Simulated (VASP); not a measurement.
VASP input:

INCAR:
```
ALGO  =  Normal
EDIFF  =  1E-6
EDIFFG  =  -0.02
ENCUT  =  500
IBRION  =  2
ISIF  =  3
ISMEAR  =  1
LASPH  =  .TRUE.
LCHARG  =  .FALSE.
LMAXMIX  =  4
LREAL  =  .FALSE.
LWAVE  =  .FALSE.
NELM  =  100
NSW  =  40
PREC  =  Accurate
PSTRESS  =  200
SIGMA  =  0.1
SYSTEM  =  V3Si
```

File POSCAR:
```
V3Si
1
    4.5468948246     0.0000000000     0.0000000000
    0.0000000000     4.5468948246     0.0000000000
    0.0000000000     0.0000000000     4.5468948246
V Si
6 2
Direct
  0.2500000000   0.0000000000   0.5000000000
  0.5000000000   0.2500000000   0.0000000000
  0.5000000000   0.7500000000   0.0000000000
  0.7500000000   0.0000000000   0.5000000000
  0.0000000000   0.5000000000   0.7500000000
  0.0000000000   0.5000000000   0.2500000000
  0.5000000000   0.5000000000   0.5000000000
  0.0000000000   0.0000000000   0.0000000000
```

**KPOINTS**
```
Regular mesh
0
Gamma
7 7 7
```

POTCAR, in this order: V_sv Si (LDA.64 set). Program: vasp_std.

Problem. Write an equivalent input for Quantum ESPRESSO's pw.x.

Solution. One equivalent input (not run):
```
&CONTROL
  calculation = 'vc-relax'
  pseudo_dir = './pseudo'
  outdir = './out'
  tprnfor = .true.
  tstress = .true.
  nstep = 40
  forc_conv_thr = 0.00078
/
&SYSTEM
  ibrav = 0
  nat = 8
  ntyp = 2
  ecutwfc = 84
  occupations = 'smearing'
  smearing = 'methfessel-paxton'
  degauss = 0.00735
  input_dft = 'pz'
/
&ELECTRONS
  conv_thr = 7.3e-08
  electron_maxstep = 100
/
&IONS
/
&CELL
  press = 200
/
ATOMIC_SPECIES
  V 50.941 V.upf
  Si 28.085 Si.upf
CELL_PARAMETERS angstrom
     4.5468948    0.0000000    0.0000000
     0.0000000    4.5468948    0.0000000
     0.0000000    0.0000000    4.5468948
ATOMIC_POSITIONS crystal
  V    0.2500000  0.0000000  0.5000000
  V    0.5000000  0.2500000  0.0000000
  V    0.5000000  0.7500000  0.0000000
  V    0.7500000  0.0000000  0.5000000
  V    0.0000000  0.5000000  0.7500000
  V    0.0000000  0.5000000  0.2500000
  Si   0.5000000  0.5000000  0.5000000
  Si   0.0000000  0.0000000  0.0000000
K_POINTS automatic
  7 7 7 0 0 0
```
What does not carry over: the potentials are each code's own (VASP's PAW set, PseudoDojo norm-conserving files in pw.x), so ENCUT and ecutwfc are chosen apart and not converted; conv_thr bounds pw.x's estimated SCF error, while EDIFF bounds the energy change between steps; forc_conv_thr acts on force components and is met together with etot_conv_thr.

The compound is V3Si in the A15 structure. This run relaxes it under an external pressure of 20 GPa. Symmetry was kept, so distortions that lower it aren't found.
